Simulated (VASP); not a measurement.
Consider the following.

```
Lu
1.0
    1.70493    -2.95303     0.00000
    1.70493     2.95303     0.00000
    0.00000     0.00000     5.30006
Lu
2
Direct
  0.33333   0.66667   0.25000
  0.66667   0.33333   0.75000
```

Computed with optB88-vdW, VASP's PBE PAW potentials (set 64) (plane waves; VASP 6.6.1). Run with 520 eV cut-off, 12×12×7 Γ-centred mesh, first-order Methfessel-Paxton smearing of 0.10 eV, potentials Lu_3.

**Question.** Give the stress tensor in GPa (positive for a compressed cell).

**Answer.** 
```
3.74  0.00  0.00
0.00  3.74  0.00
0.00  0.00  3.75
```
The pressure is its mean diagonal, 3.74 GPa.

The compound is Lu in the hcp structure. This cell is one point of a volume scan, at 0.94 of the reference volume.
